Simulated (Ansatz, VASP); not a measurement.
## AlSn3P: VASP beside Ansatz

One calculation is typed for both programs; each brings its own data sets. How far apart do they land? The two relaxations start from unlike cells of this crystal (the structure described is Ansatz's start), so only their ends are compared.

Program: Ansatz 0.2.0. Level of theory: plane waves, with VASP 6.6.1 beside it; relaxation of cell and atoms at RPBE. Results are calculated unless marked as measured.

The structure was built from a prototype and need not be the compound's stable phase.

**1. The structure**

The structure is cubic, space group Pm-3m (No. 221). Conventional cell: a = 3.968 Å, b = 3.968 Å, c = 3.968 Å, α = 90.00°, β = 90.00°, γ = 90.00°. Sn has 2 P at 1.98 Å and 4 Al at 2.81 Å and 8 Sn at 2.81 Å nearest. Nearest to P lie 6 Sn at 1.98 Å. Nearest to Al lie 12 Sn at 2.81 Å. As first built, before any earlier steps moved the atoms (in the runner's words): all N replaced by P and Ti replaced by Sn in the Pm-3m structure of Ti3AlN. Farther neighbours are not listed.

Structure file:

```
Sn P Al
1.0
     3.96814    0.00000    0.00000
     0.00000    3.96814    0.00000
     0.00000    0.00000    3.96814
Sn P Al
3 1 1
Direct
  0.00000 0.50000 0.50000
  0.50000 0.50000 0.00000
  0.50000 0.00000 0.50000
  0.50000 0.50000 0.50000
  0.00000 0.00000 0.00000
```

**2. VASP: relaxation of cell and atoms, RPBE**

The relaxed volume is the usual yardstick between codes: in a stiff, nearly cubic crystal its relative difference is about their pressure difference at one cell divided by the bulk modulus.

Lines of VASP's logs that name or quote its potential files are left out, and so is its time.

File INCAR:

```
SYSTEM = AlSn3P
PREC = Accurate
ENCUT = 500
EDIFF = 1E-07
NELM = 120
ISMEAR = -1
SIGMA = 0.05
LREAL = .FALSE.
ALGO = Normal
GGA = RP
NBANDS = 31
LORBIT = 11
LWAVE = .FALSE.
LCHARG = .FALSE.
ISIF = 3
IBRION = 2
NSW = 80
EDIFFG = -0.005
LASPH = .TRUE.
GGA_COMPAT = .FALSE.
NELMIN = 4
KPAR = 2
```

File POSCAR:

```
AlSn3P
1.0
    5.2591194947      0.0000000000      0.0000000000
    0.0000000000      5.2591194947      0.0000000000
    0.0000000000      0.0000000000      5.2591194947
Sn P Al
3 1 1
Direct
    0.0000000000      0.4999998740      0.4999998740
    0.4999998740      0.4999998740      0.0000000000
    0.4999998740      0.0000000000      0.4999998740
    0.4999998740      0.4999998740      0.4999998740
    0.0000000000      0.0000000000      0.0000000000
```

File KPOINTS:

```
Automatic mesh
0
Gamma
6 6 6
0 0 0
```

Potentials, in the order of the species: Sn_d, P and Al (PBE family, release 64).

Run with:

```bash
$ mpirun -np 2 vasp_std
```

Numbers of over 12 decimals in the logs are rounded to 6 here.

The program printed:

```text
[banner, memory and clock lines left out]
running    2 mpi-ranks, on    1 nodes
 distrk:  each k-point on    1 cores,    2 groups
 distr:  one band on    1 cores,    1 groups

 POSCAR found type information on POSCAR SnP Al
 POSCAR found :  3 types and       5 ions
|                                                                             |
|               ----> ADVICE to this user running VASP <----                  |
|                                                                             |
|     You enforced a specific xc type in the INCAR file but a different       |
|     [... a line on the potential file left out ...]
|     I HOPE YOU KNOW WHAT YOU ARE DOING!                                     |
|                                                                             |

 LDA part: xc-table for (Slater+PW92), standard interpolation
 POSCAR, INCAR and KPOINTS ok, starting setup
 FFT: planning ... GRIDC
 FFT: planning ... GRID_SOFT
 FFT: planning ... GRID
 WAVECAR not read
 entering main loop
       N       E                     dE             d eps       ncg     rms          rms(c)
DAV:   1     0.443669208358E+03    0.44367E+03   -0.23976E+04  1275   0.201E+03
DAV:   2     0.404621091249E+02   -0.40321E+03   -0.39507E+03  1247   0.521E+02
DAV:   3    -0.142380892250E+02   -0.54700E+02   -0.53563E+02  1494   0.173E+02
DAV:   4    -0.167921043011E+02   -0.25540E+01   -0.25422E+01  1429   0.405E+01
DAV:   5    -0.168880461872E+02   -0.95942E-01   -0.95926E-01  1862   0.784E+00    0.609E+00
DAV:   6    -0.164640139533E+02    0.42403E+00   -0.11003E+00  1562   0.559E+00    0.345E+00
DAV:   7    -0.164711724845E+02   -0.71585E-02   -0.44256E-01  1582   0.280E+00    0.152E+00
DAV:   8    -0.164655539783E+02    0.56185E-02   -0.64811E-02  1461   0.137E+00    0.406E-01
DAV:   9    -0.164646280619E+02    0.92592E-03   -0.89471E-03  1468   0.527E-01    0.129E-01
DAV:  10    -0.164646942474E+02   -0.66185E-04   -0.17214E-03  1639   0.234E-01    0.619E-02
DAV:  11    -0.164647321763E+02   -0.37929E-04   -0.12361E-04  1461   0.873E-02    0.211E-02
DAV:  12    -0.164647353645E+02   -0.31882E-05   -0.12533E-05  1667   0.278E-02    0.614E-03
DAV:  13    -0.164647349139E+02    0.45053E-06   -0.26274E-06  1647   0.956E-03    0.513E-03
DAV:  14    -0.164647347884E+02    0.12557E-06   -0.11758E-07  1023   0.264E-03    0.187E-03
DAV:  15    -0.164647347490E+02    0.39378E-07   -0.31592E-08   872   0.140E-03
   1 F= -.16464735E+02 E0= -.16453777E+02  d E =-.164647E+02
 curvature:   0.00 expect dE= 0.000E+00 dE for cont linesearch  0.000E+00
 trial: gam= 0.00000 g(F)=  0.000E+00 g(S)=  0.436E-03 ort = 0.000E+00 (trialstep = 0.100E+01)
 search vector abs. value=  0.436E-03
 bond charge predicted
       N       E                     dE             d eps       ncg     rms          rms(c)
DAV:   1    -0.164706765487E+02   -0.59418E-02   -0.13472E-01  1603   0.471E+00    0.409E-01
DAV:   2    -0.164661014437E+02    0.45751E-02   -0.84072E-03  1582   0.120E+00    0.184E-01
DAV:   3    -0.164650157786E+02    0.10857E-02   -0.35003E-03  1617   0.723E-01    0.256E-02
DAV:   4    -0.164649625419E+02    0.53237E-04   -0.10917E-04  1333   0.920E-02    0.141E-02
DAV:   5    -0.164649471105E+02    0.15431E-04   -0.95860E-06  1731   0.177E-02    0.661E-03
DAV:   6    -0.164649417978E+02    0.53128E-05   -0.19670E-06  1348   0.152E-02    0.163E-03
DAV:   7    -0.164649405832E+02    0.12146E-05   -0.18035E-07   964   0.325E-03    0.913E-04
DAV:   8    -0.164649409001E+02   -0.31694E-06   -0.44718E-08   725   0.284E-03    0.203E-04
DAV:   9    -0.164649410544E+02   -0.15424E-06   -0.19877E-08   711   0.154E-03    0.157E-04
DAV:  10    -0.164649410471E+02    0.73196E-08   -0.61289E-09   676   0.115E-03
   2 F= -.16464941E+02 E0= -.16453935E+02  d E =-.206298E-03
 trial-energy change:   -0.000206  1 .order   -0.000214   -0.000436    0.000008
 step:   0.9800(harm=  0.9821)  dis= 0.00000  next Energy=   -16.464941 (dE=-0.206E-03)
 reached required accuracy - stopping structural energy minimisation
```

From OUTCAR (step 2):

```text
ion  position               nearest neighbor table
   1  0.000  0.500  0.500-   4 2.63   4 2.63   2 3.72   3 3.72   3 3.72   2 3.72   3 3.72   2 3.72
                             2 3.72   3 3.72
   2  0.500  0.500  0.000-   4 2.63   4 2.63   1 3.72   3 3.72   1 3.72   1 3.72   3 3.72   3 3.72
                             1 3.72   3 3.72
   3  0.500  0.000  0.500-   4 2.63   4 2.63   1 3.72   2 3.72   1 3.72   1 3.72   2 3.72   2 3.72
                             2 3.72   1 3.72
   4  0.500  0.500  0.500-   1 2.63   2 2.63   3 2.63   1 2.63   3 2.63   2 2.63
   5  0.000  0.000  0.000-

  LATTYP: Found a simple cubic cell.
 ALAT       =     5.2591194947

 Subroutine GETGRP returns: Found 48 space group operations
 (whereof 48 operations were pure point group operations)

The static configuration has the point symmetry O_h .

 Found     20 irreducible k-points:

   k-points           NKPTS =     20   k-points in BZ     NKDIM =     20   number of bands    NBANDS=     31

   dimension x,y,z NGX =    40 NGY =   40 NGZ =   40
   dimension x,y,z NGXF=    80 NGYF=   80 NGZF=   80

   ENCUT  =  500.0 eV  36.75 Ry    6.06 a.u.   9.59  9.59  9.59*2*pi/ulx,y,z

   NELECT =      50.0000    total number of electrons

 k-points in reciprocal lattice and weights: Automatic mesh
   0.00000000  0.00000000  0.00000000       0.005
   0.16666667  0.00000000  0.00000000       0.028
   0.33333333  0.00000000  0.00000000       0.028
   0.50000000  0.00000000  0.00000000       0.014
   0.16666667  0.16666667  0.00000000       0.056
   0.33333333  0.16666667  0.00000000       0.111
   0.50000000  0.16666667  0.00000000       0.056
   0.33333333  0.33333333  0.00000000       0.056
   0.50000000  0.33333333  0.00000000       0.056
[...]
0.50000000  0.50000000  0.33333333       0.028
   0.50000000  0.50000000  0.50000000       0.005

 average (electrostatic) potential at core
       1-101.7221       2-101.7221       3-101.7221       4 -83.6965       5 -75.8255

 E-fermi :   5.5862

 k-point     1 :       0.0000    0.0000    0.0000
  band No.  band energies     occupation
    ...
     22       0.4702      2.00000
     23       3.9192      2.00000
     24       5.5713      1.14791
     25       5.5713      1.14791
     26       5.5713      1.14791
     27       7.2581      0.00000
     28       7.2581      0.00000
     29       7.2581      0.00000
     30       9.6990      0.00000
     31       9.6990      0.00000

 k-point     2 :       0.1667    0.0000    0.0000
  band No.  band energies     occupation
    ...
     21       0.5394      2.00000
     22       1.9932      2.00000
     23       3.3517      2.00000
     24       5.4187      1.93216
     25       5.4187      1.93216
     26       6.2349      0.00000
     27       6.7220      0.00000
     28       6.9345      0.00000
     29       6.9345      0.00000
     30       9.8093      0.00000
    ...

 k-point     3 :       0.3333    0.0000    0.0000
  band No.  band energies     occupation
    ...
     21       0.6924      2.00000
     22       2.3490      2.00000
     23       4.3055      2.00000
     24       4.9675      1.99999
     25       4.9675      1.99999
     26       6.0144      0.00038
     27       6.8452      0.00000
     28       6.8452      0.00000
     29       7.2380      0.00000
     30       9.0916      0.00000
    ...

  Total       -0.0022386     -0.0022386     -0.0022386     -0.0000000     -0.0000000     -0.0000000
  in kB       -0.0245698     -0.0245698     -0.0245698     -0.0000000     -0.0000000     -0.0000000
  external PRESSURE =      -0.0245698 kB  Pullay stress =       0.0000000 kB

  energy-cutoff  :      500.00
  volume of cell :      145.98
      direct lattice vectors                 reciprocal lattice vectors
     5.265347622  0.000000000 -0.000000000     0.189920984 -0.000000000 -0.000000000
     0.000000000  5.265347622 -0.000000000    -0.000000000  0.189920984 -0.000000000
     0.000000000  0.000000000  5.265347622     0.000000000  0.000000000  0.189920984

 POSITION                                       TOTAL-FORCE (eV/Angst)
 -----------------------------------------------------------------------------------
      0.00000      2.63267      2.63267         0.000000      0.000000      0.000000
      2.63267      2.63267     -0.00000        -0.000000     -0.000000      0.000000
      2.63267      0.00000      2.63267         0.000000      0.000000      0.000000
      2.63267      2.63267      2.63267         0.000000      0.000000      0.000000
      0.00000      0.00000      0.00000        -0.000000     -0.000000      0.000000
 -----------------------------------------------------------------------------------
    total drift:                                0.001008      0.001008      0.001008

  FREE ENERGIE OF THE ION-ELECTRON SYSTEM (eV)
  ---------------------------------------------------
  free  energy   TOTEN  =       -16.4649410471 eV

  energy  without entropy=      -16.4429281674  energy(sigma->0) =      -16.45393461

 reached required accuracy - stopping structural energy minimisation

 total charge
# of ion       s       p       d       tot
------------------------------------------
    1        1.293   0.853   9.983  12.129
    2        1.293   0.853   9.983  12.129
    3        1.293   0.853   9.983  12.129
    4        1.109   1.371   0.000   2.480
    5        0.526   0.178   0.000   0.704
--------------------------------------------------
tot          5.514   4.109  29.948  39.571

[... 3 further parts left out ...]
```

[end of part 1 of 2]

[Lines on the potential files, build, host, timing and source positions are cut from VASP's logs without a mark.]

[Logs are printed without paths, hosts, clocks, repeated set-up lines and the standing remarks that a program may print on its own settings, such as how far it seeks lower states.]

[Hosts, paths, dates, database ids (printed as entryN), source tags and the programs' standing remarks are cut or masked in the printed files.]
